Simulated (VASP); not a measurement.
Energy against volume of TiB$_{2}$ (AlB2 type). Computed with vdW-DF2, VASP's PBE PAW potentials (set 64) (plane waves; VASP). Settings: 520 eV cut-off, 12×12×9 Γ-centred mesh, first-order Methfessel-Paxton smearing of 0.10 eV, potentials Ti_sv B.

Shape and ions are relaxed at each volume.

| V (Å³/atom) | E (eV/atom) |
|---|---|
| 8.303 | -6.00752 |
| 8.568 | -6.02652 |
| 8.833 | -6.03233 |
| 9.098 | -6.02680 |

Q: Fit these four points and predict the energy of the run at 9.363 Å³/atom.

A: A cubic in V^(−2/3), the third-order Birch-Murnaghan form, passes through the four points with V0 = 8.83 Å³/atom and B0 = 228 GPa, and gives -6.0115 eV/atom there. The run gave -6.0115 eV/atom, -0.0 meV/atom from the fit; all five points give B0 = 228 GPa.

The compound is TiB2 in the AlB2 type structure. It was relaxed first.
